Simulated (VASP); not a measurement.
Data:

```
CELL_PARAMETERS angstrom
      0.00000     1.80958     1.80958
      1.80958     0.00000     1.80958
      1.80958     1.80958     0.00000
ATOMIC_POSITIONS crystal
  B  0.00000 0.00000 0.00000
  N  0.25000 0.25000 0.25000
```

All values below come from revTPSS meta-GGA, VASP's PBE PAW potentials (set 64) (plane waves; VASP). Settings: 520 eV cut-off, 14×14×14 Γ-centred mesh, tetrahedra with Blöchl corrections, potentials B N.

### Question
Estimate the energy per atom (σ→0), band gap (over mesh and band path) with the smallest direct gap where there is one.

### Answer

- band gap (over mesh and band path): 4.31 eV
- smallest direct gap (over mesh and band path): 9.20 eV
- energy per atom (σ→0): -9.969 eV/atom

The absolute energy has meaning only against runs of the same code, potentials and settings.

The compound is BN in the zinc blende structure. It was relaxed first.
